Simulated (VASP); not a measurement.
Computed with PBE GGA, VASP's PBE PAW potentials (set 64) (plane waves; VASP).

A VASP calculation is set up with these files.

INCAR:
```
SYSTEM = ZnF2
PREC = Accurate
ENCUT = 400
EDIFF = 1E-6
NELM = 100
ALGO = Normal
LREAL = .FALSE.
LASPH = .TRUE.
ISMEAR = -1
SIGMA = 0.02
GGA = PE
LMAXMIX = 4
LWAVE = .FALSE.
LCHARG = .FALSE.
ISIF = 2
```

**POSCAR**
```
ZnF2
1.0
  4.7692510000   0.0000000000   0.0000000000
  0.0000000000   4.7692510000   0.0000000000
  0.0000000000   0.0000000000   3.1770640000
Zn F
2 4
Direct
  0.5000000000   0.5000000000   0.5000000000
  0.0000000000   0.0000000000   0.0000000000
  0.6968600000   0.6968600000   0.0000000000
  0.3031400000   0.3031400000   0.0000000000
  0.8031400000   0.1968600000   0.5000000000
  0.1968600000   0.8031400000   0.5000000000
```

**KPOINTS**
```
Automatic mesh
0
Gamma
5 5 7
0 0 0
```

POTCAR, in this order: Zn F (PBE.64 set). Program: vasp_std.

At this cut-off the stress carries a Pulay error, which pulls relaxed volumes low.

Question: What does the run give for the energy per atom (σ→0), pressure, band gap (on the k-mesh)?

Answer: 
| Quantity | Result |
|---|---|
| energy per atom (σ→0) | -3.884 eV/atom |
| band gap (on the k-mesh) | 3.43 eV |
| pressure | -8.73 GPa |

### OSZICAR
```
...
DAV:  10    -0.233029657951E+02   -0.42508E-02   -0.66071E-02  2228   0.358E+00    0.246E-01
DAV:  11    -0.233026355946E+02    0.33020E-03   -0.75848E-03  2071   0.152E+00    0.888E-02
DAV:  12    -0.233028026259E+02   -0.16703E-03   -0.19829E-03  1572   0.315E-01    0.506E-02
DAV:  13    -0.233027498086E+02    0.52817E-04   -0.16267E-04  1991   0.242E-01    0.103E-02
DAV:  14    -0.233027493023E+02    0.50627E-06   -0.21316E-05  1747   0.160E-01    0.766E-03
DAV:  15    -0.233027490017E+02    0.30057E-06   -0.12381E-05  2126   0.811E-02    0.252E-03
DAV:  16    -0.233027490548E+02   -0.53100E-07   -0.80901E-07   927   0.659E-03
   1 F= -.23302749E+02 E0= -.23302749E+02  d E =-.116201E-11
```

The structure comes from a computed database's ZnF2 entry; how it stands against other phases isn't given here. The cell was not relaxed at this level.
